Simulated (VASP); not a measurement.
Method: r2SCAN meta-GGA, VASP's PBE PAW potentials (set 64) (plane waves; VASP).

Input for VASP

### INCAR
```
SYSTEM = AlSn
PREC = Accurate
ENCUT = 400
EDIFF = 1E-6
NELM = 100
ALGO = Normal
LREAL = .FALSE.
LASPH = .TRUE.
ISMEAR = 1
SIGMA = 0.1
METAGGA = R2SCAN
LMIXTAU = .TRUE.
LMAXMIX = 4
LWAVE = .FALSE.
LCHARG = .FALSE.
IBRION = 2
ISIF = 3
NSW = 60
EDIFFG = -0.01
```

KPOINTS:
```
Automatic mesh
0
Gamma
9 9 10
```

### POSCAR
```
AlSn
1.0
  4.2346022438   0.0000000000   0.0000000000
 -2.1173011219   3.6672732125   0.0000000000
  0.0000000000   0.0000000000   3.1731731656
Al Sn
1 1
direct
  0.0000000000   0.0000000000   0.0000000000
  0.3333330000   0.6666670000   0.5000000000
```

POTCAR, in this order: Al Sn_d (PBE.64 set). Program: vasp_std.

Output

**OUTCAR**
```
 ion  position               nearest neighbor table
   1  0.000  0.000  0.000-   2 2.91   2 2.91   2 2.91   2 2.91   2 2.91   2 2.91
   2  0.333  0.667  0.500-   1 2.91   1 2.91   1 2.91   1 2.91   1 2.91   1 2.91
  LATTYP: Found a hexagonal cell.
 ALAT       =     4.2346022438
 C/A-ratio  =     0.7493438540
 Subroutine PRICEL returns:
 Original cell was already a primitive cell.
 Subroutine GETGRP returns: Found 12 space group operations
The static configuration has the point symmetry D_3h.
The dynamic configuration has the point symmetry D_3h.
 Subroutine INISYM returns: Found 12 space group operations
 Subroutine IBZKPT returns following result:
 Found     72 irreducible k-points:

 Following reciprocal coordinates:
            Coordinates               Weight
  0.000000  0.000000  0.000000      1.000000
  0.111111  0.000000  0.000000      6.000000
  0.222222  0.000000  0.000000      6.000000
  0.333333  0.000000  0.000000      6.000000
  0.444444  0.000000  0.000000      6.000000
  0.111111  0.111111  0.000000      6.000000
  0.222222  0.111111  0.000000     12.000000
  0.333333  0.111111  0.000000     12.000000
  0.444444  0.111111  0.000000      6.000000
  0.222222  0.222222  0.000000      6.000000
  0.333333  0.222222  0.000000     12.000000
  0.333333  0.333333  0.000000      2.000000
  0.000000  0.000000  0.100000      2.000000
  0.111111  0.000000  0.100000     12.000000
  0.222222  0.000000  0.100000     12.000000
  0.333333  0.000000  0.100000     12.000000
  0.444444  0.000000  0.100000     12.000000
  0.111111  0.111111  0.100000     12.000000
  0.222222  0.111111  0.100000     24.000000
  0.333333  0.111111  0.100000     24.000000
  0.444444  0.111111  0.100000     12.000000
  0.222222  0.222222  0.100000     12.000000
  0.333333  0.222222  0.100000     24.000000
  0.333333  0.333333  0.100000      4.000000
  0.000000  0.000000  0.200000      2.000000
  0.111111  0.000000  0.200000     12.000000
  0.222222  0.000000  0.200000     12.000000
  0.333333  0.000000  0.200000     12.000000
  0.444444  0.000000  0.200000     12.000000
  0.111111  0.111111  0.200000     12.000000
  0.222222  0.111111  0.200000     24.000000
  0.333333  0.111111  0.200000     24.000000
  0.444444  0.111111  0.200000     12.000000
  0.222222  0.222222  0.200000     12.000000
  0.333333  0.222222  0.200000     24.000000
  0.333333  0.333333  0.200000      4.000000
  0.000000  0.000000  0.300000      2.000000
  0.111111  0.000000  0.300000     12.000000
  0.222222  0.000000  0.300000     12.000000
  0.333333  0.000000  0.300000     12.000000
   k-points           NKPTS =     72   k-points in BZ     NKDIM =     72   number of bands    NBANDS=     12
   number of dos      NEDOS =    301   number of ions     NIONS =      2
   total plane-waves  NPLWV =  18816
   dimension x,y,z NGX =    28 NGY =   28 NGZ =   24
   dimension x,y,z NGXF=    56 NGYF=   56 NGZF=   48
   ions per type =               1   1
   PREC   = accura    normal or accurate (medium, high low for compatibility)
   ISTART =      0    job   : 0-new  1-cont  2-samecut
   ICHARG =      2    charge: 1-file 2-atom 10-const
   ISPIN  =      1    spin polarized calculation?
   LNONCOLLINEAR =      F non collinear calculations
   LSORBIT =      F    spin-orbit coupling
   INIWAV =      1    electr: 0-lowe 1-rand  2-diag
   ENCUT  =  400.0 eV  29.40 Ry    5.42 a.u.   6.91  6.91  5.17*2*pi/ulx,y,z
   NELM   =    100;   NELMIN=  2; NELMDL= -5     # of ELM steps
   EDIFF  = 0.1E-05   stopping-criterion for ELM
   LREAL  =      F    real-space projection
   NLSPLINE    = F    spline interpolate recip. space projectors
...
```

File OSZICAR:
```
       N       E                     dE             d eps       ncg     rms          rms(c)
DAV:   1     0.586726239018E+02    0.58673E+02   -0.74519E+03  1740   0.145E+03
DAV:   2    -0.271563006857E+02   -0.85829E+02   -0.83342E+02  1760   0.324E+02
DAV:   3    -0.332018452443E+02   -0.60455E+01   -0.59142E+01  2112   0.861E+01
DAV:   4    -0.333661802043E+02   -0.16433E+00   -0.16404E+00  1976   0.154E+01
DAV:   5    -0.333742006073E+02   -0.80204E-02   -0.80202E-02  2436   0.316E+00    0.419E+00
DAV:   6    -0.309797828600E+02    0.23944E+01   -0.79116E-01  2040   0.171E+01    0.218E+00
DAV:   7    -0.308925507588E+02    0.87232E-01   -0.31839E-01  1872   0.766E+00    0.769E-01
DAV:   8    -0.309972458340E+02   -0.10470E+00   -0.22364E-01  1768   0.578E+00    0.457E-01
DAV:   9    -0.309890933341E+02    0.81525E-02   -0.23865E-02  1888   0.171E+00    0.952E-02
DAV:  10    -0.309890374409E+02    0.55893E-04   -0.92044E-04  2108   0.255E-01    0.968E-02
DAV:  11    -0.309892571053E+02   -0.21966E-03   -0.15686E-04  1964   0.170E-01    0.589E-02
DAV:  12    -0.309895090104E+02   -0.25191E-03   -0.57145E-04  1836   0.314E-01    0.372E-02
DAV:  13    -0.309895373256E+02   -0.28315E-04   -0.10503E-04  1892   0.150E-01    0.182E-02
DAV:  14    -0.309895600510E+02   -0.22725E-04   -0.24551E-05  1944   0.740E-02    0.114E-02
DAV:  15    -0.309895665208E+02   -0.64698E-05   -0.42726E-06  2024   0.287E-02    0.353E-03
DAV:  16    -0.309895630687E+02    0.34521E-05   -0.11451E-05  1796   0.527E-02    0.163E-03
DAV:  17    -0.309895668360E+02   -0.37673E-05   -0.10484E-06  1352   0.119E-02    0.949E-04
DAV:  18    -0.309895660763E+02    0.75974E-06   -0.62008E-08  1028   0.319E-03
   1 F= -.30989566E+02 E0= -.30989580E+02  d E =-.309896E+02
```

OUTCAR:
```
------------------------ aborting loop because EDIFF is reached ----------------------------------------
  FORCE on cell =-STRESS in cart. coord.  units (eV):
  Direction    XX          YY          ZZ          XY          YZ          ZX
  --------------------------------------------------------------------------------------
  Total        0.0046114      0.0046114     -0.0176242      0.0000000      0.0000000      0.0000000
  in kB        0.1499330      0.1499330     -0.5730205      0.0000000      0.0000000      0.0000000
  external PRESSURE =      -0.0910515 kB  Pullay stress =       0.0000000 kB
  volume of cell :       49.28
      direct lattice vectors                 reciprocal lattice vectors
     4.234602244  0.000000000  0.000000000     0.236149688  0.136341083  0.000000000
    -2.117301122  3.667273213  0.000000000     0.000000000  0.272682165  0.000000000
     0.000000000  0.000000000  3.173173166     0.000000000  0.000000000  0.315141957
 POSITION                                       TOTAL-FORCE (eV/Angst)
 -----------------------------------------------------------------------------------
      0.00000      0.00000      0.00000        -0.000000      0.000000      0.000000
     -0.00000      2.44485      1.58659         0.000000      0.000000      0.000000
 -----------------------------------------------------------------------------------
    total drift:                                0.001215     -0.000702      0.000000
  FREE ENERGIE OF THE ION-ELECTRON SYSTEM (eV)
  ---------------------------------------------------
  free  energy   TOTEN  =       -30.9895660763 eV

  energy  without entropy=      -30.9896071727  energy(sigma->0) =      -30.98957978

 reached required accuracy - stopping structural energy minimisation
```
(Selected blocks of OUTCAR.)

The structure comes from a computed database's AlSn entry (P-6m2); how it stands against other phases isn't given here. It was relaxed first. The start is the result of an earlier pass. The electron count is odd and the run is not spin-polarised, which forces a metal.
